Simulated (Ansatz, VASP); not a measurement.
## Te2P in VASP and in Ansatz

```xyz
6
Lattice="5.7243 0.0000 0.0000 0.0000 5.7243 0.0000 0.0000 0.0000 5.7243" Properties=species:S:1:pos:R:3 pbc="T T T"
Te    1.4311    1.4311    1.4311
Te    1.4311    4.2932    4.2932
Te    4.2932    4.2932    1.4311
Te    4.2932    1.4311    4.2932
P     0.0000    0.0000    0.0000
P     2.8621    2.8621    2.8621
```

Alike in both runs: task relaxation of cell and atoms; functional PBE; k mesh 4 × 4 × 4; occupations gaussian, width 0.1 eV; no spin polarisation.

|  | VASP | Ansatz |
| --- | --- | --- |
| version | VASP 6.6.1 | Ansatz 0.2.0 |
| potentials or method | VASP PAW PBE potentials, release 64 (Te, P) | scalar-relativistic, plane waves, PAW |
| plane-wave cutoff (eV) | 600 | 420 |
| valence electrons in the cell | 34 | 74 |

Ansatz gave:

```
gap on the k mesh at the Fermi level, each at its own relaxed structure (eV) : none
relaxed volume (Å³/atom)                                                     : 34.84
relaxed cell length with the largest relative difference (Å)                 : 5.935
energy change over the relaxation (meV/atom)                                 : -49
```

Q: Estimate VASP's values.

A: gap on the k mesh at the Fermi level, each at its own relaxed structure (eV): none; relaxed volume (Å³/atom): 34.71; relaxed cell length with the largest relative difference (Å): 5.928; energy change over the relaxation (meV/atom): -48.

A gap of «none» marks a metal or a gap that the smearing closes. The two sets of potentials don't hold the same shells in valence.

The runs have no spin-orbit coupling, so splittings on Te are missing.
